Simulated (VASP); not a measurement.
Input:

```xyz
8
Lattice="-0.0066 6.3980 6.4232 6.3980 -0.0066 6.4232 3.1957 3.1957 0.0000" Properties=species:S:1:pos:R:3 pbc="T T T"
Zn     3.1957     3.1957     0.0123
Te     1.5978     1.5978     1.4758
Te     4.8667     1.5247     4.8894
Te     1.5247     4.8667     4.8894
Te     4.7935     4.7935     8.0335
Hg     3.1770     0.0187     3.2100
Hg     0.0187     3.1770     3.2100
Hg     3.1957     3.1957     6.3957
```

The numbers are results of PBEsol GGA, VASP's PBE PAW potentials (set 64) (plane waves; VASP), not measurements. Settings: 400 eV cut-off, 4×4×7 Γ-centred mesh, tetrahedra with Blöchl corrections, potentials Zn Te Hg.

Question: Predict the energy per atom (σ→0).

Answer: 
```
Property                        Value
---------------------  --------------
energy per atom (σ→0)  -2.366 eV/atom
```

The structure was generated: Hg3ZnTe4 was put into an ordered model structure (Amm2), which need not be its known phase. It was relaxed first.
